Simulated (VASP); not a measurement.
Method: PBE GGA, VASP's PBE PAW potentials (set 64) (plane waves; VASP 6.6.1).

VASP input:

KPOINTS:
```
K-points
0
G
 7 7 7
```

POSCAR:
```
Al2Pt
1
    0.0000000000     2.9251580000     2.9251580000
    2.9251580000     0.0000000000     2.9251580000
    2.9251580000     2.9251580000     0.0000000000
Al Pt
2 1
Direct
  0.2500000000   0.2500000000   0.2500000000
  0.7500000000   0.7500000000   0.7500000000
  0.0000000000   0.0000000000   0.0000000000
```

INCAR:
```
# general
SYSTEM  = Al2Pt
PREC    = Accurate
ENCUT   = 300   # plane-wave cut-off (eV)
LREAL   = .FALSE.   # projection in real space or not
LASPH   = .TRUE.   # aspherical one-centre terms

# electronic loop
EDIFF   = 1E-6
NELM    = 100   # most electronic steps
ALGO    = Normal
LMAXMIX = 6   # l cut-off of mixed one-centre charges

# smearing
ISMEAR  = 0   # Gaussian
SIGMA   = 0.136   # width (eV)

# functional
GGA     = PE   # PBE

# ions
ISIF    = 2   # forces and stress, cell fixed

# output
LWAVE   = .FALSE.
LCHARG  = .FALSE.
```

POTCAR, in this order: Al Pt (PBE.64 set). Program: vasp_std.

The resulting files:

**OSZICAR**
```
       N       E                     dE             d eps       ncg     rms          rms(c)
DAV:   1     0.268523619300E+02    0.26852E+02   -0.47666E+03   548   0.692E+02
DAV:   2    -0.157373502379E+02   -0.42590E+02   -0.38159E+02   564   0.145E+02
DAV:   3    -0.167816867954E+02   -0.10443E+01   -0.10370E+01   600   0.218E+01
DAV:   4    -0.167892878530E+02   -0.76011E-02   -0.76000E-02   564   0.221E+00
DAV:   5    -0.167893870803E+02   -0.99227E-04   -0.99224E-04   596   0.263E-01    0.906E+00
DAV:   6    -0.163075818087E+02    0.48181E+00   -0.24888E+00   564   0.157E+01    0.236E+00
DAV:   7    -0.162298682633E+02    0.77714E-01   -0.17744E-01   532   0.428E+00    0.175E+00
DAV:   8    -0.161997840529E+02    0.30084E-01   -0.28520E-02   552   0.170E+00    0.251E-01
DAV:   9    -0.161998327591E+02   -0.48706E-04   -0.16259E-03   600   0.396E-01    0.167E-01
DAV:  10    -0.161999849181E+02   -0.15216E-03   -0.30545E-04   540   0.143E-01    0.163E-02
DAV:  11    -0.161999824861E+02    0.24320E-05   -0.14209E-05   576   0.396E-02    0.742E-03
DAV:  12    -0.161999842205E+02   -0.17345E-05   -0.52472E-06   516   0.175E-02    0.236E-03
DAV:  13    -0.161999841884E+02    0.32091E-07   -0.51178E-07   340   0.748E-03
   1 F= -.16199984E+02 E0= -.16190801E+02  d E =-.183661E-01
```

### OUTCAR
```
------------------------ aborting loop because EDIFF is reached ----------------------------------------
  FORCE on cell =-STRESS in cart. coord.  units (eV):
  Direction    XX          YY          ZZ          XY          YZ          ZX
  --------------------------------------------------------------------------------------
  Total        2.0895925      2.0895925      2.0895925     -0.0000000     -0.0000000      0.0000000
  in kB       66.8796810     66.8796810     66.8796810     -0.0000000     -0.0000000      0.0000000
  external PRESSURE =      66.8796810 kB  Pullay stress =       0.0000000 kB
  volume of cell :       50.06
      direct lattice vectors                 reciprocal lattice vectors
     0.000000000  2.925158000  2.925158000    -0.170930938  0.170930938  0.170930938
     2.925158000  0.000000000  2.925158000     0.170930938 -0.170930938  0.170930938
     2.925158000  2.925158000  0.000000000     0.170930938  0.170930938 -0.170930938
 POSITION                                       TOTAL-FORCE (eV/Angst)
 -----------------------------------------------------------------------------------
      1.46258      1.46258      1.46258         0.000000      0.000000      0.000000
      4.38774      4.38774      4.38774        -0.000000     -0.000000     -0.000000
      0.00000      0.00000      0.00000         0.000000     -0.000000      0.000000
 -----------------------------------------------------------------------------------
    total drift:                               -0.000000      0.000000      0.000000
  FREE ENERGIE OF THE ION-ELECTRON SYSTEM (eV)
  ---------------------------------------------------
  free  energy   TOTEN  =       -16.1999841884 eV

  energy  without entropy=      -16.1816181175  energy(sigma->0) =      -16.19080115
```
(Selected blocks of OUTCAR.)

At this cut-off the stress carries a Pulay error, which pulls relaxed volumes low.

The structure comes from a computed database's Al2Pt entry; how it stands against other phases isn't given here. The cell was not relaxed at this level, and its volume differs by -5.9 % from the start's.
